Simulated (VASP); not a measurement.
Input:

```xyz
4
Lattice="3.2635 0.0000 0.0000 -1.6318 2.8263 0.0000 0.0000 0.0000 5.1417" Properties=species:S:1:pos:R:3 pbc="T T T"
Mg     0.0000     1.8842     2.5536
Zn     1.6318     0.9421     0.0180
O      0.0000     1.8842     4.5413
O      1.6318     0.9421     1.9982
```

All values below come from PBEsol GGA, VASP's PBE PAW potentials (set 64) (plane waves; VASP). Numerical set-up: 520 eV cut-off, 7×7×4 Γ-centred mesh, Gaussian smearing of 0.050 eV, potentials Mg Zn O.

Q: Estimate the energy per atom (σ→0).

A: 
| Property | Value |
|---|---|
| energy per atom (σ→0) | -5.501 eV/atom |

Only differences to runs with the same potentials and settings are physical.

The structure comes from a computed database's MgZnO2 entry (P3m1); how it stands against other phases isn't given here. It was relaxed first. The start is the result of an earlier pass.
